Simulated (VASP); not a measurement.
Input:

```cif
data_Na
_chemical_formula_sum 'Na1'
_space_group_name_H-M_alt 'P 1'
_space_group_IT_number 1
_cell_length_a 3.58601
_cell_length_b 3.58601
_cell_length_c 3.58601
_cell_angle_alpha 109.471
_cell_angle_beta 109.471
_cell_angle_gamma 109.471
loop_
_space_group_symop_operation_xyz
  'x, y, z'
loop_
_atom_site_label
_atom_site_type_symbol
_atom_site_fract_x
_atom_site_fract_y
_atom_site_fract_z
_atom_site_occupancy
Na1 Na 0.00000 0.00000 0.00000 1
```

Computed with vdW-DF2, VASP's PBE PAW potentials (set 64) (plane waves; VASP). Numerical set-up: 520 eV cut-off, 12×12×12 Γ-centred mesh, first-order Methfessel-Paxton smearing of 0.10 eV, potentials Na_pv.

Q: Give the energy at these volumes per atom, relative to the lowest: 33.24, 34.30, 35.36, 36.42, 37.49 Å³.

A: 4.0, 1.0, 0.0, 0.6, 2.5 meV/atom. A third-order Birch-Murnaghan fit gives B0 = 8.0 GPa and B0′ = 3.9.

Measured: bulk modulus 7.9 GPa at 0 K (computed value off by +1.3 %), as given by Daniel Mejia-Rodriguez et al., Physical Review B (2018), arXiv:1807.09216 [0 K value with the zero-point phonon effect removed]; a 4.214 Å at 0 K (computed value off by -1.7 %), as given by Daniel Mejia-Rodriguez et al., Physical Review B (2018), arXiv:1807.09216 [static lattice: zero-point anharmonic expansion removed].

The compound is Na in the bcc structure. It was relaxed first, which changed the volume by -8 %.
